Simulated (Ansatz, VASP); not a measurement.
# Rh (Rh(100)): VASP beside Ansatz

Aim: how closely do two programs agree when they are given the same cell, functional and k mesh? The structure shown is the end of the VASP relaxation below.

Method: plane waves, with VASP 6.6.1 beside it; single point at PBE, in Ansatz 0.2.0.

## 1. The starting structure

The cell holds 7 atoms: 7 Rh. Cell: a = 2.703 Å, b = 2.703 Å, c = 26.470 Å, α = 90.0°, β = 90.0°, γ = 90.0°. It derives from Rh. As first built, before any earlier steps moved the atoms (in the runner's words): 7 layers of fcc Rh, cut at this functional's lattice. Vacuum lies along c.

## 2. VASP: relaxation, PBE

This run makes the geometry at which the two programs are then compared.

Lines of VASP's logs that name or quote its potential files are left out, and so is its time.

INCAR reads:

```
SYSTEM = Rh
PREC = Normal
ENCUT = 320
EDIFF = 1E-05
NELM = 120
ISMEAR = 1
SIGMA = 0.15
LREAL = .FALSE.
ALGO = Fast
GGA = PE
NBANDS = 39
LASPH = .TRUE.
LORBIT = 11
LWAVE = .FALSE.
LCHARG = .FALSE.
KPAR = 4
IBRION = 2
NSW = 40
ISIF = 2
EDIFFG = -0.03
POTIM = 0.4
MAXMIX = 40
```

POSCAR reads:

```
Rh
1.0
    2.7034007371      0.0000000000      0.0000000000
    0.0000000000      2.7034007371      0.0000000000
    0.0000000000      0.0000000000     26.4695579610
Rh
7
Direct
    0.0000000000      0.0000000000      0.2833443600
    0.5000000000      0.5000000000      0.3555629100
    0.0000000000      0.0000000000      0.4277814500
    0.5000000000      0.5000000000      0.5000000000
    0.0000000000      0.0000000000      0.5722185500
    0.5000000000      0.5000000000      0.6444370900
    0.0000000000      0.0000000000      0.7166556400
```

KPOINTS reads:

```
Automatic mesh
0
Gamma
11 11 1
0 0 0
```

PAW data sets: Rh (PBE family, release 64).

Command:

```
$ mpirun -np 4 vasp_std
```

Numbers of over 12 decimals in the logs are rounded to 6 here.

Output:

```text
[banner, memory and clock lines left out]
running    4 mpi-ranks, on    1 nodes
 distrk:  each k-point on    1 cores,    4 groups
 distr:  one band on    1 cores,    1 groups

 POSCAR found type information on POSCAR Rh
 POSCAR found :  1 types and       7 ions
 LDA part: xc-table for (Slater+PW92), standard interpolation
 POSCAR, INCAR and KPOINTS ok, starting setup
 FFT: planning ... GRIDC
 FFT: planning ... GRID_SOFT
 FFT: planning ... GRID
 WAVECAR not read
 entering main loop
       N       E                     dE             d eps       ncg     rms          rms(c)
DAV:   1     0.304862991498E+03    0.30486E+03   -0.22743E+04  1646   0.976E+02
DAV:   2    -0.359584995041E+02   -0.34082E+03   -0.31819E+03  1891   0.259E+02
DAV:   3    -0.515009751614E+02   -0.15542E+02   -0.14347E+02  2228   0.505E+01
DAV:   4    -0.521088725965E+02   -0.60790E+00   -0.59247E+00  1971   0.970E+00
DAV:   5    -0.521436984741E+02   -0.34826E-01   -0.34297E-01  2373   0.198E+00    0.244E+01
RMM:   6    -0.496877462754E+02    0.24560E+01   -0.89220E+00  1649   0.167E+01    0.122E+01
RMM:   7    -0.897555853677E+02   -0.40068E+02   -0.47576E+01  2239   0.225E+01    0.459E+01
RMM:   8    -0.608978730847E+02    0.28858E+02   -0.10845E+01  1738   0.123E+01    0.290E+01
RMM:   9    -0.538097194522E+02    0.70882E+01   -0.63659E+00  1715   0.101E+01    0.219E+01
RMM:  10    -0.490283576405E+02    0.47814E+01   -0.47145E+00  1752   0.725E+00    0.680E+00
RMM:  11    -0.491349448861E+02   -0.10659E+00   -0.11540E+00  1771   0.352E+00    0.664E+00
RMM:  12    -0.487911420007E+02    0.34380E+00   -0.20153E-01  1759   0.148E+00    0.360E+00
RMM:  13    -0.487223696995E+02    0.68772E-01   -0.60333E-02  1817   0.713E-01    0.202E+00
RMM:  14    -0.487247691311E+02   -0.23994E-02   -0.35416E-02  1791   0.630E-01    0.191E+00
RMM:  15    -0.487110223700E+02    0.13747E-01   -0.49389E-02  1795   0.648E-01    0.138E+00
RMM:  16    -0.486953024656E+02    0.15720E-01   -0.62189E-03  1723   0.296E-01    0.214E-01
RMM:  17    -0.486957128435E+02   -0.41038E-03   -0.13740E-03  1824   0.125E-01    0.264E-01
RMM:  18    -0.486958243232E+02   -0.11148E-03   -0.49370E-04  1742   0.906E-02    0.285E-01
RMM:  19    -0.486952364987E+02    0.58782E-03   -0.96501E-04  1807   0.810E-02    0.109E-01
RMM:  20    -0.486951630005E+02    0.73498E-04   -0.88108E-05  1471   0.350E-02    0.408E-02
RMM:  21    -0.486952195809E+02   -0.56580E-04   -0.66805E-05  1375   0.279E-02    0.598E-02
RMM:  22    -0.486952185389E+02    0.10421E-05   -0.20977E-05  1031   0.161E-02
   1 F= -.48695219E+02 E0= -.48693823E+02  d E =-.486952E+02
[... from here on, the cycles between the ionic steps are left out ...]
   2 F= -.48727762E+02 E0= -.48726528E+02  d E =-.325432E-01
   3 F= -.48737443E+02 E0= -.48736359E+02  d E =-.422249E-01
   4 F= -.48737508E+02 E0= -.48736438E+02  d E =-.422896E-01
   5 F= -.48739200E+02 E0= -.48738201E+02  d E =-.169207E-02
   6 F= -.48739747E+02 E0= -.48738813E+02  d E =-.223871E-02
   7 F= -.48739799E+02 E0= -.48738883E+02  d E =-.229088E-02
   8 F= -.48740425E+02 E0= -.48739536E+02  d E =-.625561E-03
 ZBRENT: can't locate minimum, use default step
 trial-energy change:   -0.000626  1 .order   -0.000591   -0.000649   -0.000534
 step:   5.5648(harm=  7.8265)  dis= 0.01379  next Energy=   -48.741625 (dE=-0.183E-02)
 bond charge predicted
       N       E                     dE             d eps       ncg     rms          rms(c)
DAV:   1    -0.487413998135E+02   -0.97134E-03   -0.18107E+00  1638   0.558E+00    0.227E-01
RMM:   2    -0.487416445384E+02   -0.24472E-03   -0.76399E-03  1646   0.650E-01    0.145E-02
RMM:   3    -0.487417600437E+02   -0.11551E-03   -0.96903E-04  1663   0.221E-01    0.897E-03
RMM:   4    -0.487417826983E+02   -0.22655E-04   -0.24394E-04  1758   0.862E-02    0.617E-03
RMM:   5    -0.487417888872E+02   -0.61889E-05   -0.54848E-05  1268   0.364E-02
   9 F= -.48741789E+02 E0= -.48740983E+02  d E =-.198986E-02
 curvature:  -4.26 expect dE=-0.344E-03 dE for cont linesearch -0.191E-03
 trial: gam=-0.13603 g(F)=  0.806E-04 g(S)=  0.000E+00 ort = 0.161E-03 (trialstep = 0.223E+01)
 search vector abs. value=  0.475E-04
 reached required accuracy - stopping structural energy minimisation
```

Parts of OUTCAR (step 2):

```text
ion  position               nearest neighbor table
   1  0.000  0.000  0.283-   2 2.70   2 2.70   2 2.70   2 2.70
   2  0.500  0.500  0.356-   3 2.70   3 2.70   3 2.70   3 2.70   1 2.70   1 2.70   1 2.70   1 2.70

  LATTYP: Found a simple tetragonal cell.
 ALAT       =     2.7034007371
 C/A-ratio  =     9.7912076437

 Subroutine GETGRP returns: Found 16 space group operations
 (whereof 16 operations were pure point group operations)

The static configuration has the point symmetry D_4h.

 Found     21 irreducible k-points:

   k-points           NKPTS =     21   k-points in BZ     NKDIM =     21   number of bands    NBANDS=     39

   dimension x,y,z NGX =    12 NGY =   12 NGZ =  120
   dimension x,y,z NGXF=    24 NGYF=   24 NGZF=  240

   ENCUT  =  320.0 eV  23.52 Ry    4.85 a.u.   3.94  3.94 38.61*2*pi/ulx,y,z

   NELECT =      63.0000    total number of electrons

 k-points in reciprocal lattice and weights: Automatic mesh
   0.00000000  0.00000000  0.00000000       0.008
   0.09090909  0.00000000  0.00000000       0.033
   0.18181818  0.00000000  0.00000000       0.033
   0.27272727  0.00000000  0.00000000       0.033
   0.36363636  0.00000000  0.00000000       0.033
   0.45454545  0.00000000  0.00000000       0.033
   0.09090909  0.09090909  0.00000000       0.033
   0.18181818  0.09090909  0.00000000       0.066
   0.27272727  0.09090909  0.00000000       0.066
[...]
0.45454545  0.36363636  0.00000000       0.066
   0.45454545  0.45454545  0.00000000       0.033

 average (electrostatic) potential at core
       1 -69.6940       2 -70.3711       3 -70.2660       4 -70.2016       5 -70.2660
       6 -70.3711       7 -69.6940

 E-fermi :   3.3118

 k-point     1 :       0.0000    0.0000    0.0000
  band No.  band energies     occupation
    ...
     29       2.5104      2.00000
     30       2.8324      2.00006
     31       3.0637      2.04122
     32       3.0637      2.04122
     33       3.2101      1.90364
     34       3.5908     -0.02443
     35       3.7657     -0.00016
     36       3.7657     -0.00016
     37       3.8526     -0.00000
     38       3.8634     -0.00000
    ...

 k-point     2 :       0.0909    0.0000    0.0000
  band No.  band energies     occupation
    ...
     29       2.5332      2.00000
     30       2.7522      2.00000
     31       2.8735      2.00029
     32       2.8868      2.00046
     33       3.3134      0.98190
     34       3.3785      0.32319
     35       3.4236      0.05047
     36       3.4432     -0.01414
     37       3.7345     -0.00050
     38       3.7470     -0.00032
    ...

 k-point     3 :       0.1818    0.0000    0.0000
  band No.  band energies     occupation
    ...
     31       2.5895      2.00000
     32       2.6030      2.00000
     33       2.9850      2.00862
     34       3.1446      2.06659
     35       3.2795      1.35534
     36       3.5539     -0.04483
     37       3.8437     -0.00001
     38       4.0519     -0.00000
     39       4.0653     -0.00000

  Total       -2.6753032     -2.6753032     -0.9904191      0.0000000     -0.0000000      0.0000000
  in kB      -22.1572595    -22.1572595     -8.2027982      0.0000000     -0.0000000      0.0000000
  external PRESSURE =     -17.5057724 kB  Pullay stress =       0.0000000 kB

  energy-cutoff  :      320.00
  volume of cell :      193.45
      direct lattice vectors                 reciprocal lattice vectors
     2.703400737  0.000000000  0.000000000     0.369904464  0.000000000  0.000000000
     0.000000000  2.703400737  0.000000000     0.000000000  0.369904464  0.000000000
     0.000000000  0.000000000 26.469557961     0.000000000  0.000000000  0.037779248

 POSITION                                       TOTAL-FORCE (eV/Angst)
 -----------------------------------------------------------------------------------
      0.00000      0.00000      7.56240         0.000000     -0.000000      0.003527
      1.35170      1.35170      9.39606        -0.000000      0.000000      0.027135
      0.00000      2.70340     11.31112        -0.000000      0.000000      0.017198
      1.35170      1.35170     13.23478        -0.000000      0.000000     -0.000000
      0.00000      0.00000     15.15844        -0.000000      0.000000     -0.017198
      1.35170      1.35170     17.07349         0.000000      0.000000     -0.027135
      0.00000      2.70340     18.90715        -0.000000     -0.000000     -0.003527
 -----------------------------------------------------------------------------------
    total drift:                                0.000000      0.000000      0.000000

  FREE ENERGIE OF THE ION-ELECTRON SYSTEM (eV)
  ---------------------------------------------------
  free  energy   TOTEN  =       -48.7417888872 eV

  energy  without entropy=      -48.7393701783  energy(sigma->0) =      -48.74098265

 reached required accuracy - stopping structural energy minimisation

 total charge
# of ion       s       p       d       tot
------------------------------------------
    1        0.462   0.382   7.390   8.235
    2        0.503   0.583   7.340   8.426
    3        0.497   0.558   7.344   8.399
    4        0.496   0.553   7.349   8.398
    5        0.497   0.558   7.344   8.399
    6        0.503   0.583   7.340   8.426
    7        0.462   0.382   7.390   8.235
--------------------------------------------------
tot          3.422   3.598  51.498  58.518

[... 3 further parts left out ...]
```

CONTCAR:

```
Rh
   1.00000000000000
     2.7034007371000000    0.0000000000000000    0.0000000000000000
     0.0000000000000000    2.7034007371000000    0.0000000000000000
     0.0000000000000000    0.0000000000000000   26.4695579609999996
  Rh
     7
Direct
     0.0000000000000000    0.0000000000000000    0.2857019699195253
     0.5000000000000000    0.5000000000000000    0.3549762543838653
     0.0000000000000000    1.0000000000000000    0.4273256705356696
     0.5000000000000000    0.5000000000000000    0.5000000000000000
     0.0000000000000000    0.0000000000000000    0.5726743294643304
     0.5000000000000000    0.5000000000000000    0.6450237456161344
     0.0000000000000000    1.0000000000000000    0.7142980300804748
```

## 3. Ansatz: single point, PBE

Ansatz runs on its default PAW (the set named soft_2) files.

The same cell, functional, mesh and smearing now go to Ansatz, which takes its cutoff from its data sets.

input.yaml reads:

```yaml
crystal:
  lattice:
    - [2.70340074, 0.0, 0.0]
    - [0.0, 2.70340074, 0.0]
    - [0.0, 0.0, 26.46955796]
  atoms:
    - { symbol: Rh, position: [0.0, 0.0, 0.28570197] }
    - { symbol: Rh, position: [0.5, 0.5, 0.35497625] }
    - { symbol: Rh, position: [0.0, 0.0, 0.42732567] }
    - { symbol: Rh, position: [0.5, 0.5, 0.5] }
    - { symbol: Rh, position: [0.0, 0.0, 0.57267433] }
    - { symbol: Rh, position: [0.5, 0.5, 0.64502375] }
    - { symbol: Rh, position: [0.0, 0.0, 0.71429803] }
hamiltonian:
  xc: pbe
  pseudopotentials: { kind: paw }
kpoints:
  mp_grid: { grid: [11, 11, 1] }
scf:
  occupations: { method: methfessel_paxton, width: 0.15 }
  n_extra_bands: 5
output:
  forces: true
  eigenvalues: true
```

Command:

```
$ ansatz run input.yaml --threads 4 --pin off --max-ram 9216MiB --backend cpu --events-out ev --progress --plain --runs-dir out
```

Output:

```text
scf.n_extra_bands = 5 over 60 filled bands (N_el = 119.0): the run solves 65 bands
Engine: ansatz 0.2.0, aarch64-unknown-linux-gnu
Pseudopotentials: kind: paw
Pseudopotential: Rh, paw, valence charge 17, recommended cutoff 420 eV (normal), Rh.paw.azcp
Functional definition: PBE
  parameter kappa = 0.804
  parameter beta = 0.066725
  exchange = pbe_x(kappa = kappa, mu = beta*pi^2/3)
  correlation = pbe_c(beta = beta)
Crystal: 7 atoms, lattice volume = 193.449 Å³
Basis set: ecut = 420 eV, 3869 PW (Γ), exchange–correlation on 40×40×360 points (8 copies of the dense FFT grid, shifted against one another)
Bands: 65, of which v1, the nominal top of the filled ones, is band 60 counted from 1 (59 counted from 0)
Symmetry: 16 space group operations
Space group: P4/mmm (ITA 123), of the structure as read, at distance tolerance 5.8e-5 Å
k-points: 21 of 121
Non-local potential: Rh, projectors of the file, l = 0: 3, l = 1: 2, l = 2: 2, l = 3: 1
PAW form: soft (Blöchl's): semilocal exchange-correlation on the pseudo side does not see the compensation charge
PAW one-centre angular grid: Rh, 590 points (default); XC on 64 Gauss nodes
Initial density: superposition of atomic densities (neutral atoms: chi_scale 0, normalization atom), corrected by the library's trained network
Initial wavefunctions: pseudopotential atomic-orbital guess
Functional: x = pbe(κ = 0.804, μ = 0.219515), c = pbe(β = 0.066725)
SCF iter   1: F=—  HF=-44818.033396 eV  |F-HF|=—  |Δ(HF+E_count)|=         —  Δρ=6.75e-3  dr2=3.19e-1  ethr=1.77e-3  ⟨swp⟩=7.4  Hψ=5982  notcnv=0
preconditioner: auto → LDOS  [metal: Δε(μ)=0.021 eV  Ē_g=3.597 eV  σ=0.150 eV  W_gap=0.12  n_scr=56 (ndim 8)  ℏωp=21.2 eV  f_vac=0.453  D(μ)=11.26/eV (n_scr^D=102)  β→1.0]
SCF iter   2: F=—  HF=-44818.024979 eV  |F-HF|=—  |Δ(HF+E_count)|=   8.42e-3  S|Δr|=    0.00e0  Δρ=3.71e-3  dr2=2.53e-2  ethr=2.68e-4  ⟨swp⟩=1.3  Hψ=1769  notcnv=0
SCF iter   3: F=—  HF=-44818.023580 eV  |F-HF|=—  |Δ(HF+E_count)|=   1.40e-3  S|Δr|=    0.00e0  Δρ=2.02e-3  dr2=1.02e-2  ethr=2.13e-5  ⟨swp⟩=3.4  Hψ=3072  notcnv=0
SCF iter   4: F=—  HF=-44818.022036 eV  |F-HF|=—  |Δ(HF+E_count)|=   1.54e-3  S|Δr|=    0.00e0  Δρ=8.81e-4  dr2=1.50e-3  ethr=8.53e-6  ⟨swp⟩=2.0  Hψ=1945  notcnv=0
SCF iter   5: F=—  HF=-44818.021822 eV  |F-HF|=—  |Δ(HF+E_count)|=   2.14e-4  S|Δr|=    0.00e0  Δρ=1.74e-4  dr2=1.12e-4  ethr=1.26e-6  ⟨swp⟩=2.1  Hψ=2002  notcnv=0
SCF iter   6: F=—  HF=-44818.021830 eV  |F-HF|=—  |Δ(HF+E_count)|=   7.77e-6  S|Δr|=    0.00e0  Δρ=3.77e-5  dr2=7.16e-6  ethr=9.44e-8  ⟨swp⟩=2.3  Hψ=2137  notcnv=0
SCF iter   7: F=—  HF=-44818.021801 eV  |F-HF|=—  |Δ(HF+E_count)|=   2.90e-5  S|Δr|=    0.00e0  Δρ=1.72e-5  dr2=1.22e-6  ethr=6.02e-9  ⟨swp⟩=2.4  Hψ=2161  notcnv=0
SCF iter   8: F=-44818.021802 eV  HF=-44818.021802 eV  |F-HF|=1.23e-7  |Δ(HF+E_count)|=   1.16e-6  S|Δr|=    0.00e0  Δρ=4.60e-6  dr2=5.44e-8  ethr=8.40e-11  ⟨swp⟩=5.7  Hψ=7107  notcnv=0
SCF 1 converged in 8 iterations: F = -44818.021802 eV  dr2 = 5.44e-8
  greatest PAW one-centre occupation: 1.000 electrons in one spin orbital (limit 2), on the Rh atom at site 5 (counted from 0), in its partial waves of l = 0
SCF converged after 8 iterations
Stability not checked: this state was not tested for a lower state beside it, because cold or Methfessel-Paxton smearing, or corrected tetrahedra, fill the levels in a way that the test cannot read (fill_not_monotonic; see scf.lower_state_search)
Free energy (F): -44818.021802 eV
Harris-Foulkes:  -44818.021802 eV  (|F-HF|=1.23e-7)
Internal energy: -44818.019256 eV  (E = F + TS)
E sigma→0 (E₀):  -44818.021166 eV
Entropy (-TS):   -0.002547 eV (-0.364 meV/atom)
Fermi energy:    8.619093 eV
--- Per-component energies (eV) ---
  E_band       = -2208.553523
  E_kinetic    = 4008.737727
  E_local      = -204697.042827  (includes V_loc(G=0)·N_el)
  E_nonlocal   = 2486.609573
  E_hartree    = 99918.954742
  E_xc         = -1549.387708
  E_vxc        = -1944.526551  (∫ρ·V_xc dr)
  E_paw        = -25109.984482  (= ΣΔE_a)
  E_vpaw       = -1900.227135  (= ΣTr[D̂ρ^β])
  E_aug_tail   = 0.006039  (compensation charges beyond the density's cutoff)
  E_ewald      = 80124.087680
  E_smearing   = -0.002547  (= −TS)
  E_closure    = -0.000000  (closes the sum)
  Σ components = -44818.021802   (vs F -44818.021802, Δ=0.00e0)
--- Forces (eV/Å), atoms counted from 1 ---
  atom   1  Rh    -0.00000000     0.00000000    -0.06355408
  atom   2  Rh    -0.00000000     0.00000000     0.05122853
  atom   3  Rh     0.00000000     0.00000000     0.02358267
  atom   4  Rh     0.00000000    -0.00000000     0.00000000
  atom   5  Rh    -0.00000000     0.00000000    -0.02358267
  atom   6  Rh     0.00000000     0.00000000    -0.05122853
  atom   7  Rh     0.00000000     0.00000000     0.06355408
  max |Σ_I F_I| component: 8.01e-28 eV/Å
--- Band table (eV; the first three rows and the last of 21) ---
  k-point 0: bands = [... 56 lower, 7.8144, 8.1377, 8.3713, 8.3713, 8.5166, 8.8989, 9.0758, 9.0758, ... 1 higher]
  k-point 1: bands = [... 56 lower, 7.8363, 8.0568, 8.1802, 8.1897, 8.6200, 8.6851, 8.7284, 8.7520, ... 1 higher]
  k-point 2: bands = [... 56 lower, 7.6725, 7.7678, 7.8944, 7.9082, 8.2886, 8.4516, 8.5876, 8.8624, ... 1 higher]
  k-point 20: bands = [... 56 lower, 9.2188, 9.3640, 9.4109, 9.4569, 9.4927, 9.8537, 9.8917, 12.0687, ... 1 higher]
```

Run time: 5.5 s. Hardware: 4 threads of Arm Neoverse V1, shared host; peak memory 0.68 GiB; 21 s of CPU time.

The column dr2 measures how far the density is from self-consistency, as an energy; F and HF (Harris–Foulkes) agree once it is small.

## 4. Differences

Known differences besides the potentials themselves: the data sets hold 119 valence electrons in Ansatz (default PAW (the set named soft_2) files) and 63 in VASP; the cutoff is 420 eV in Ansatz and 320 eV in VASP (PREC = Normal). Total energies have different zeros and are not compared.

At this near-relaxed geometry the largest component of a force difference is 67 meV/Å.

## 5. Other set-ups

Further runs change the set-up of one program: Ansatz's method, potentials or start, or VASP's data sets, cutoff or form of LDA. The table gives Ansatz less VASP for each quantity, since a change that brings one quantity closer may part another.

```csv
run,r.m.s. force difference (meV/Å)
as above,22
Ansatz's larger PAW set (cutoff 640 eV),22
norm-conserving potentials (cutoff 1197 eV),23
```

## 6. Summary of results

| Quantity | Value |
| --- | --- |
| r.m.s. force difference (single point, PBE) | 22 meV/Å |

What this shows: The r.m.s. force difference is 22 meV/Å (single point, PBE), beyond the 12 meV/Å picked in this series as the mark of a large difference. For single point, PBE, no further run moves any of the tabulated differences by more than a quarter of its size. How closely two codes agree says nothing of how well the functional describes the real material.

[Lines on the potential files, build, host, timing and source positions are cut from VASP's logs without a mark.]

[Logs are printed without paths, hosts, clocks, repeated set-up lines and the standing remarks that a program may print on its own settings, such as how far it seeks lower states.]

[Hosts, paths, dates, database ids (printed as entryN), source tags and the programs' standing remarks are cut or masked in the printed files.]
